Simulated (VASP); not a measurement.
A convergence study with VASP on Al3Sc (L1_2): one setting is varied, all else stays as given below, so the limit is that of these other settings.

```
Al3Sc
1.0
    4.10000     0.00000     0.00000
    0.00000     4.10000     0.00000
    0.00000     0.00000     4.10000
Sc Al
1 3
Direct
  0.00000   0.00000   0.00000
  0.00000   0.50000   0.50000
  0.50000   0.00000   0.50000
  0.50000   0.50000   0.00000
```

These are PBE GGA, VASP's PBE PAW potentials (set 64) (plane waves; VASP) values and carry that method's errors. The tightest run used: 550 eV cut-off, 16×16×16 Γ-centred mesh, first-order Methfessel-Paxton smearing of 0.10 eV, potentials Sc_sv Al.

```json
[
 {"setting": "1×1×1 mesh", "E (eV/atom)": "-3.6538", "pressure (GPa)": "9.44", "irreducible k-points": "1"},
 {"setting": "2×2×2 mesh", "E (eV/atom)": "-4.4742", "pressure (GPa)": "5.68", "irreducible k-points": "4"},
 {"setting": "3×3×3 mesh", "E (eV/atom)": "-4.7799", "pressure (GPa)": "0.42", "irreducible k-points": "4"}
]
```

Q: These are the cheaper rows. Estimate the results at 16×16×16 mesh, and how far the last row shown lies from them.

A: 
| quantity | tightest run | last row shown is off by |
|---|---|---|
| E (eV/atom) | -4.8249 | 0.0450 |
| pressure (GPa) | 0.37 | 0.05 |

Left out are rungs that failed or repeat a setting and relaxations that didn't move; long series are thinned to 24 rows.

The compound is Al3Sc in the L1_2 structure. The cell was not relaxed at this level.
